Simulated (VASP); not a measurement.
Consider the following.

```
BaCd2P2
1.0
    4.42761     0.00000     0.00000
   -2.21381     3.83442     0.00000
    0.00000     0.00000     7.60520
Ba Cd P
1 2 2
Direct
  0.00000   0.00000   0.00000
  0.66667   0.33333   0.36958
  0.33333   0.66667   0.63042
  0.66667   0.33333   0.73195
  0.33333   0.66667   0.26805
```

The numbers are results of r2SCAN meta-GGA, VASP's PBE PAW potentials (set 64) (plane waves; VASP), not measurements. Settings: 400 eV cut-off, 7×7×4 Γ-centred mesh, tetrahedra with Blöchl corrections, potentials Ba_sv Cd P.

The cores are frozen, which limits the accuracy of field gradients.

**Question.** Give the principal components of the electric field gradient (V/Å²) and the asymmetry η at each nucleus.

**Answer.** 
| atom | Vxx | Vyy | Vzz | η |
|---|---|---|---|---|
| Ba1 | 13.4 | 13.4 | -26.8 | 0.00 |
| Cd2 | -10.7 | -10.7 | 21.4 | 0.00 |
| Cd3 | -10.7 | -10.7 | 21.4 | 0.00 |
| P4 | 5.5 | 5.5 | -11.1 | 0.00 |
| P5 | 5.5 | 5.5 | -11.1 | 0.00 |

The structure comes from a computed database's BaCd2P2 entry (P-3m1); how it stands against other phases isn't given here. It was relaxed first.
